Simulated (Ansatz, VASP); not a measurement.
This is a calculation of WBrCl3O for Ansatz 0.2.0. Atoms were shifted at random by some hundredths of an Å from the given cell, which wasn't relaxed again for these runs. The cell comes from a database or a generator and needn't be the stable form of this composition.

File input.yaml:

```yaml
crystal:
  lattice:
    - [3.8771469557, 0.0, 0.0]
    - [1.92872977, 6.511032658, 0.0]
    - [1.9339583943, 0.0740541254, 6.5659754148]
  atoms:
    - { symbol: W, position: [0.033238, 0.993124, 0.990642] }
    - { symbol: Br, position: [0.798632, 0.193846, 0.320087] }
    - { symbol: Cl, position: [0.32585, 0.820512, 0.700956] }
    - { symbol: Cl, position: [0.154607, 0.67999, 0.176486] }
    - { symbol: Cl, position: [0.019746, 0.306052, 0.80701] }
    - { symbol: O, position: [0.567867, 0.997504, 0.995542] }
hamiltonian:
  xc: pbe
  pseudopotentials: { kind: paw }
kpoints:
  mp_grid: { grid: [8, 4, 4] }
scf:
  occupations: { method: fermi_dirac, width: 0.05 }
output:
  forces: true
  stress: true
  eigenvalues: true
```

Potentials or basis: Ansatz PAW.

Run with:

```bash
$ ansatz run input.yaml --threads 2 --pin off --max-ram 5120MiB --backend cpu --events-out ev --progress --plain --runs-dir out
```

**Question.** What does the same run look like in VASP 6.6.1? Potentials or basis there: PBE PAW files Br, Cl, O, W_sv, 520 eV.

**Answer.** As run (cutoffs and basis follow the program's own potentials, and thresholds, step limits or extra output files can differ):

INCAR

```
SYSTEM = WBrCl3O
ALGO     = Normal         ! electronic algorithm
EDIFF    = 1E-7           ! SCF threshold, eV
ENCUT    = 520            ! plane-wave cutoff, eV
GGA      = PE             ! functional
ISIF     = 2              ! what is computed and relaxed
ISMEAR   = -1             ! smearing method
LASPH    = .TRUE.         ! aspherical terms in the spheres
LCHARG   = .FALSE.        ! write CHGCAR
LREAL    = .FALSE.        ! projectors in reciprocal space
LWAVE    = .FALSE.        ! write WAVECAR
NBANDS   = 33             ! bands
NELM     = 80             ! most SCF steps
PREC     = Accurate       ! precision mode
SIGMA    = 0.05           ! smearing width, eV
```

KPOINTS

```
k-points
0
G
  8 4 4
  0 0 0
```

The input POSCAR:

```
WBrCl3O
1.0
    3.8771469557      0.0000000000      0.0000000000
    1.9287297700      6.5110326580      0.0000000000
    1.9339583943      0.0740541254      6.5659754148
W Br Cl O
1 1 3 1
Direct
    0.0332380000      0.9931240000      0.9906420000
    0.7986320000      0.1938460000      0.3200870000
    0.3258500000      0.8205120000      0.7009560000
    0.1546070000      0.6799900000      0.1764860000
    0.0197460000      0.3060520000      0.8070100000
    0.5678670000      0.9975040000      0.9955420000
```

Potentials or basis: VASP PAW PBE potentials, release 64 (W_sv, Br, Cl, O).

The run is started by

```sh
$ cat potpaw_PBE.64/W_sv/POTCAR potpaw_PBE.64/Br/POTCAR potpaw_PBE.64/Cl/POTCAR potpaw_PBE.64/O/POTCAR > POTCAR
$ mpirun -np 1 vasp_std > vasp.out
```

Both were run:

|  | Ansatz | VASP |
| --- | --- | --- |
| Pressure | -1.1 GPa | -1.0 GPa |
| Largest force | 1.691 eV/Å | 1.603 eV/Å |

Ansatz's pressure holds a Pulay term of +0.08 GPa for its cutoff of 420 eV, which the other run lacks.

Where Ansatz's input types no cutoff or centring, it takes its own default and a Γ-centred mesh.

Pressure is positive in compression.
